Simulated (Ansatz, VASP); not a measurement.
## Ni3Hg in VASP and in Ansatz

```xyz
4
Lattice="3.7697 0.0000 0.0000 0.0000 3.7697 0.0000 0.0000 0.0000 3.7697" Properties=species:S:1:pos:R:3 pbc="T T T"
Hg    0.0000    0.0000    0.0000
Ni    1.8849    1.8849    0.0000
Ni    1.8849    0.0000    1.8849
Ni    0.0000    1.8849    1.8849
```

Change from the starting cell: volume scaled by 1.02.

Alike in both runs: task single point; functional PBE; k mesh 7 × 7 × 7; occupations fermi-dirac, width 0.05 eV; collinear spin, ferromagnetic start.

```csv
,VASP,Ansatz
version,VASP 6.6.1,Ansatz 0.2.0
potentials or method,"VASP PAW PBE potentials, release 64 (Hg, Ni)",Ansatz PAW
plane-wave cutoff (eV),520,420
valence electrons in the cell,42,74
```

```tsv
	VASP	Ansatz	Ansatz less VASP
gap on the k mesh at the Fermi level (eV)	none	none	-
pressure (GPa)	-1.1	-2.0	-0.92
net moment per atom (μB)	0.28	0.28	+0.006
size of the moment on the site where the two differ most (μB)	0.39	0.40	+0.016
```

Site moments also hang on the region over which each program counts them. A gap of «none» marks a metal or a gap that the smearing closes. The two sets of potentials don't hold the same shells in valence.

Spin-orbit coupling is left out, which matters for the levels of Hg.
